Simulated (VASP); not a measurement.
```xyz
6
Lattice="1.6280 -2.8198 0.0000 1.6280 2.8198 0.0000 0.0000 0.0000 12.7106" Properties=species:S:1:pos:R:3 pbc="T T T"
Mo     1.6280     0.9399     3.1776
Mo     1.6280    -0.9399     9.5329
S      1.6280     0.9399    11.1335
S      1.6280    -0.9399     4.7782
S      1.6280    -0.9399     1.5771
S      1.6280     0.9399     7.9324
```

These are optB88-vdW, VASP's PBE PAW potentials (set 64) (plane waves; VASP) values and carry that method's errors. Settings: 520 eV cut-off, 8×8×2 Γ-centred mesh, Gaussian smearing of 0.050 eV, potentials Mo_sv S.

Problem. The ions and cell shape at fixed volume are relaxed. What does this cell relax into?

Solution. 
```xyz
6
Lattice="1.6043 -2.7787 0.0000 1.6043 2.7787 0.0000 0.0000 0.0000 13.0895" Properties=species:S:1:pos:R:3 pbc="T T T"
Mo     1.6043     0.9262     3.2724
Mo     1.6043    -0.9262     9.8171
S      1.6043     0.9262    11.3854
S      1.6043    -0.9262     4.8407
S      1.6043    -0.9262     1.7041
S      1.6043     0.9262     8.2488
```
Space group P6_3/mmc (194), at a tolerance of 0.03 Å.

Problem. How much energy does the relaxation gain?

Solution. The energy (σ→0) changes by -20.5 meV/atom, in 8 ionic steps.

The compound is MoS2 in the 2H layered structure. This cell is one point of a volume scan, at 1.06 of the reference volume. Symmetry was kept, so distortions that lower it aren't found.
